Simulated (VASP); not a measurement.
An input for Quantum ESPRESSO's pw.x (written as the equivalent of a VASP run, and not itself run):

```
&CONTROL
  calculation = 'vc-relax'
  pseudo_dir = './pseudo'
  outdir = './out'
  tprnfor = .true.
  tstress = .true.
  nstep = 60
  forc_conv_thr = 0.00078
/
&SYSTEM
  ibrav = 0
  nat = 8
  ntyp = 3
  ecutwfc = 84
  occupations = 'smearing'
  smearing = 'gaussian'
  degauss = 0.003675
  input_dft = 'pbesol'
/
&ELECTRONS
  conv_thr = 7.3e-08
  electron_maxstep = 100
/
&IONS
/
&CELL
/
ATOMIC_SPECIES
  Ga 69.723 Ga.upf
  P 30.974 P.upf
  As 74.922 As.upf
CELL_PARAMETERS angstrom
     0.0023958    5.6052547    5.5857786
     5.6052547    0.0023958    5.5857786
     2.8038253    2.8038253    0.0000000
ATOMIC_POSITIONS crystal
  Ga   0.0047478  0.0047478  0.9905043
  Ga   0.0027402  0.4927356  0.0045241
  Ga   0.4927356  0.0027402  0.0045241
  Ga   0.4998929  0.4998929  0.0002143
  P    0.1250171  0.1250171  0.2499657
  As   0.1247794  0.6250595  0.2501611
  As   0.6250595  0.1247794  0.2501611
  As   0.6250274  0.6250274  0.2499451
K_POINTS automatic
  3 3 6 0 0 0
```

Write the VASP files for the same calculation (PBEsol).

Several could match; the one computed here: 
POSCAR:
```
Ga4As3P
1
    0.0023958371     5.6052546866     5.5857785590
    5.6052546866     0.0023958371     5.5857785590
    2.8038252618     2.8038252618     0.0000000000
Ga P As
4 1 3
Direct
  0.0047478353   0.0047478353   0.9905043295
  0.0027402454   0.4927356202   0.0045241343
  0.4927356202   0.0027402454   0.0045241343
  0.4998928693   0.4998928693   0.0002142615
  0.1250171275   0.1250171275   0.2499657449
  0.1247793707   0.6250594877   0.2501611416
  0.6250594877   0.1247793707   0.2501611416
  0.6250274439   0.6250274439   0.2499451122
```

### KPOINTS
```
Automatic mesh
0
Gamma
3 3 6
0 0 0
```

### INCAR
```
SYSTEM = Ga4As3P
PREC = Accurate
ENCUT = 400
EDIFF = 1E-6
NELM = 100
ALGO = Normal
LREAL = .FALSE.
LASPH = .TRUE.
ISMEAR = 0
SIGMA = 0.05
GGA = PS
LMAXMIX = 4
LWAVE = .FALSE.
LCHARG = .FALSE.
IBRION = 2
ISIF = 3
NSW = 60
EDIFFG = -0.02
```

POTCAR, in this order: Ga_d P As (PBE.64 set). Program: vasp_std.

What does not carry over: the potentials are each code's own (VASP's PAW set, PseudoDojo norm-conserving files in pw.x), so ENCUT and ecutwfc are chosen apart and not converted; conv_thr bounds pw.x's estimated SCF error, while EDIFF bounds the energy change between steps; forc_conv_thr acts on force components and is met together with etot_conv_thr.

The structure was generated: Ga4As3P was put into an ordered model structure (Amm2), which need not be its known phase. This run relaxes it. Symmetry was kept, so distortions that lower it aren't found. The start is the result of an earlier pass.
